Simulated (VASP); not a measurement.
VASP input:

### POSCAR
```
InSb
1
    0.0000000000     3.2400000000     3.2400000000
    3.2400000000     0.0000000000     3.2400000000
    3.2400000000     3.2400000000     0.0000000000
In Sb
1 1
Direct
  0.0000000000   0.0000000000   0.0000000000
  0.2500000000   0.2500000000   0.2500000000
```

### INCAR
```
! general
SYSTEM   =  InSb
PREC     =  Accurate
ENCUT    =  400
LREAL    =  .False.
LASPH    =  .True.

! electronic loop
EDIFF    =  1E-6
NELM     =  100
ALGO     =  Normal
LMAXMIX  =  4
LMIXTAU  =  .True.

! smearing
ISMEAR   =  0
SIGMA    =  0.05

! functional
METAGGA  =  R2SCAN

! ions
IBRION   =  2
NSW      =  60
ISIF     =  3
EDIFFG   =  -0.01

! output
LWAVE    =  .False.
LCHARG   =  .False.
```

### KPOINTS
```
Automatic mesh
0
Gamma
6 6 6
0 0 0
```

POTCAR, in this order: In_d Sb (PBE.64 set). Program: vasp_std.

Question: Write an equivalent input for Ansatz.

Answer: One equivalent input (not run):
Ansatz 0.2 input:
```yaml
crystal:
  lattice:
    - [0.0000000, 3.2400000, 3.2400000]
    - [3.2400000, 0.0000000, 3.2400000]
    - [3.2400000, 3.2400000, 0.0000000]
  atoms:
    - { symbol: In, position: [0.0000000, 0.0000000, 0.0000000] }
    - { symbol: Sb, position: [0.2500000, 0.2500000, 0.2500000] }
kpoints:
  mp_grid: { grid: [6, 6, 6] }
hamiltonian:
  xc: r2scan
  pseudopotentials: { kind: paw }
scf:
  occupations: { method: gaussian, width: 0.05 }
  max_iter: 100
relax:
  max_steps: 60
  f_tol: 0.01
  cell: {}
output: { forces: true, stress: true, eigenvalues: true }
```
What does not carry over: each code has its own PAW files, so the cut-off isn't converted (ENCUT is set for VASP's; basis.ecutwfc is left out, and Ansatz then takes the one that its files recommend); Ansatz stops its SCF on the density residual and VASP on the energy change (EDIFF).

The compound is InSb in the zinc blende structure. This run relaxes it. Symmetry was kept, so distortions that lower it aren't found.
